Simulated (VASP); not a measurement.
Output of a VASP run:

### OUTCAR
```
 ion  position               nearest neighbor table
   1  0.250  0.250  0.250-   3 2.35   3 2.35   3 2.35   3 2.35   2 2.71   2 2.71   2 2.71   2 2.71
                             2 2.71   2 2.71
   2  0.750  0.750  0.750-   3 2.35   3 2.35   3 2.35   3 2.35   1 2.71   1 2.71   1 2.71   1 2.71
                             1 2.71   1 2.71
   3  0.000  0.000  0.000-   2 2.35   2 2.35   2 2.35   1 2.35   2 2.35   1 2.35   1 2.35   1 2.35
  LATTYP: Found a face centered cubic cell.
 ALAT       =     5.4277815042
 Subroutine PRICEL returns:
 Original cell was already a primitive cell.
 Subroutine GETGRP returns: Found 48 space group operations
The static configuration has the point symmetry O_h .
The dynamic configuration has the point symmetry O_h .
 Subroutine INISYM returns: Found 48 space group operations
 Subroutine IBZKPT returns following result:
 Found     47 irreducible k-points:

 Following reciprocal coordinates:
            Coordinates               Weight
  0.000000  0.000000  0.000000      1.000000
  0.100000  0.000000  0.000000      8.000000
  0.200000  0.000000  0.000000      8.000000
  0.300000  0.000000  0.000000      8.000000
  0.400000  0.000000  0.000000      8.000000
  0.500000  0.000000  0.000000      4.000000
  0.100000  0.100000  0.000000      6.000000
  0.200000  0.100000  0.000000     24.000000
  0.300000  0.100000  0.000000     24.000000
  0.400000  0.100000  0.000000     24.000000
  0.500000  0.100000  0.000000     24.000000
 -0.400000  0.100000  0.000000     24.000000
 -0.300000  0.100000  0.000000     24.000000
 -0.200000  0.100000  0.000000     24.000000
 -0.100000  0.100000  0.000000     12.000000
  0.200000  0.200000  0.000000      6.000000
  0.300000  0.200000  0.000000     24.000000
  0.400000  0.200000  0.000000     24.000000
  0.500000  0.200000  0.000000     24.000000
 -0.400000  0.200000  0.000000     24.000000
 -0.300000  0.200000  0.000000     24.000000
 -0.200000  0.200000  0.000000     12.000000
  0.300000  0.300000  0.000000      6.000000
  0.400000  0.300000  0.000000     24.000000
  0.500000  0.300000  0.000000     24.000000
 -0.400000  0.300000  0.000000     24.000000
 -0.300000  0.300000  0.000000     12.000000
  0.400000  0.400000  0.000000      6.000000
  0.500000  0.400000  0.000000     24.000000
 -0.400000  0.400000  0.000000     12.000000
  0.500000  0.500000  0.000000      3.000000
  0.300000  0.200000  0.100000     24.000000
  0.400000  0.200000  0.100000     48.000000
  0.500000  0.200000  0.100000     48.000000
 -0.400000  0.200000  0.100000     24.000000
  0.400000  0.300000  0.100000     24.000000
  0.500000  0.300000  0.100000     48.000000
 -0.400000  0.300000  0.100000     48.000000
 -0.300000  0.300000  0.100000     48.000000
 -0.200000  0.300000  0.100000     24.000000
   k-points           NKPTS =     47   k-points in BZ     NKDIM =     47   number of bands    NBANDS=     13
   number of dos      NEDOS =    301   number of ions     NIONS =      3
   total plane-waves  NPLWV =  27000
   dimension x,y,z NGX =    30 NGY =   30 NGZ =   30
   dimension x,y,z NGXF=    60 NGYF=   60 NGZF=   60
   ions per type =               2   1
   PREC   = accura    normal or accurate (medium, high low for compatibility)
   ISTART =      0    job   : 0-new  1-cont  2-samecut
   ICHARG =      2    charge: 1-file 2-atom 10-const
   ISPIN  =      1    spin polarized calculation?
   LNONCOLLINEAR =      F non collinear calculations
   LSORBIT =      F    spin-orbit coupling
   INIWAV =      1    electr: 0-lowe 1-rand  2-diag
   ENCUT  =  520.0 eV  38.22 Ry    6.18 a.u.   7.14  7.14  7.14*2*pi/ulx,y,z
   NELM   =    100;   NELMIN=  2; NELMDL= -5     # of ELM steps
   EDIFF  = 0.1E-06   stopping-criterion for ELM
   LREAL  =      F    real-space projection
   NLSPLINE    = F    spline interpolate recip. space projectors
   LMAXMIX     =    4 max onsite mixed and CHGCAR
   VOSKOWN=      0    Vosko Wilk Nusair interpolation
   EDIFFG = 0.1E-05   stopping-criterion for IOM
...
```

OSZICAR:
```
       N       E                     dE             d eps       ncg     rms          rms(c)
DAV:   1     0.718969671661E+02    0.71897E+02   -0.78942E+03  1230   0.141E+03
DAV:   2    -0.139876352022E+02   -0.85885E+02   -0.80229E+02  1272   0.249E+02
DAV:   3    -0.180403934049E+02   -0.40528E+01   -0.39163E+01  1553   0.608E+01
DAV:   4    -0.181235394870E+02   -0.83146E-01   -0.83025E-01  1462   0.819E+00
DAV:   5    -0.181257661173E+02   -0.22266E-02   -0.22261E-02  1574   0.145E+00    0.165E+01
DAV:   6    -0.228969274504E+02   -0.47712E+01   -0.53588E+01  1325   0.181E+02    0.254E+01
DAV:   7    -0.163066612805E+02    0.65903E+01   -0.15640E+01  1475   0.113E+02    0.435E+00
DAV:   8    -0.162466203135E+02    0.60041E-01   -0.22504E+00  1781   0.258E+01    0.280E+00
DAV:   9    -0.162032945517E+02    0.43326E-01   -0.28789E-01  1499   0.112E+01    0.617E-01
DAV:  10    -0.162023421141E+02    0.95244E-03   -0.10032E-02  1750   0.200E+00    0.293E-01
DAV:  11    -0.162028144216E+02   -0.47231E-03   -0.14443E-03  1436   0.334E-01    0.264E-02
DAV:  12    -0.162028633352E+02   -0.48914E-04   -0.61147E-05  1598   0.135E-01    0.195E-02
DAV:  13    -0.162028848834E+02   -0.21548E-04   -0.64102E-05  1357   0.984E-02    0.112E-02
DAV:  14    -0.162028855138E+02   -0.63034E-06   -0.19130E-06  1585   0.117E-02    0.452E-03
DAV:  15    -0.162028857584E+02   -0.24458E-06   -0.52860E-07  1483   0.173E-02    0.785E-04
DAV:  16    -0.162028858912E+02   -0.13285E-06   -0.57971E-08   841   0.303E-03    0.351E-04
DAV:  17    -0.162028858865E+02    0.47237E-08   -0.16718E-08   816   0.240E-03
   1 F= -.16202886E+02 E0= -.16202561E+02  d E =-.973563E-03
```

File OUTCAR:
```
------------------------ aborting loop because EDIFF is reached ----------------------------------------
  FORCE on cell =-STRESS in cart. coord.  units (eV):
  Direction    XX          YY          ZZ          XY          YZ          ZX
  --------------------------------------------------------------------------------------
  Total        0.9369357      0.9369357      0.9369357     -0.0000000      0.0000000     -0.0000000
  in kB       37.5502878     37.5502878     37.5502878     -0.0000000      0.0000000     -0.0000000
  external PRESSURE =      37.5502878 kB  Pullay stress =       0.0000000 kB
  volume of cell :       39.98
      direct lattice vectors                 reciprocal lattice vectors
     0.000000000  2.713890752  2.713890752    -0.184237335  0.184237335  0.184237335
     2.713890752  0.000000000  2.713890752     0.184237335 -0.184237335  0.184237335
     2.713890752  2.713890752  0.000000000     0.184237335  0.184237335 -0.184237335
 POSITION                                       TOTAL-FORCE (eV/Angst)
 -----------------------------------------------------------------------------------
      1.35695      1.35695      1.35695        -0.000000      0.000000      0.000000
      4.07084      4.07084      4.07084         0.000000      0.000000     -0.000000
      0.00000      0.00000      0.00000        -0.000000     -0.000000     -0.000000
 -----------------------------------------------------------------------------------
    total drift:                                0.000000     -0.000000     -0.000000
  FREE ENERGIE OF THE ION-ELECTRON SYSTEM (eV)
  ---------------------------------------------------
  free  energy   TOTEN  =       -16.2028858865 eV

  energy  without entropy=      -16.2019123237  energy(sigma->0) =      -16.20256137
```
(Selected blocks of OUTCAR.)

**POSCAR**
```
NiSi2
1
    0.0000000000     2.7138907521     2.7138907521
    2.7138907521     0.0000000000     2.7138907521
    2.7138907521     2.7138907521     0.0000000000
Si Ni
2 1
Direct
  0.2500000000   0.2500000000   0.2500000000
  0.7500000000   0.7500000000   0.7500000000
  0.0000000000   0.0000000000   0.0000000000
```

Reconstruct the remaining input files.

One answer among several that fit: the input of the run itself, RPBE GGA, plane waves, VASP's PBE PAW potentials (set 64).

**INCAR**
```
ISMEAR=1
LASPH=.True.   # aspherical one-centre terms
NELM=100   # most electronic steps
LMAXMIX=4   # l cut-off of mixed one-centre charges
SIGMA=0.1   # width (eV)
LCHARG=.False.
ISIF=2   # forces and stress, cell fixed
LWAVE=.False.
PREC=Accurate
ENCUT=520
EDIFF=1E-7   # SCF stop (eV)
SYSTEM=NiSi2
GGA=RP   # RPBE
LREAL=.False.   # projection in real space or not
ALGO=Normal   # blocked Davidson
```

KPOINTS:
```
K-points
0
Gamma
10 10 10
```

POTCAR, in this order: Si Ni (PBE.64 set). Program: vasp_std.

The compound is NiSi2 in the fluorite structure. This cell is one point of a volume scan, at 0.97 of the reference volume. The run is not spin-polarised, so no magnetic state was tried.
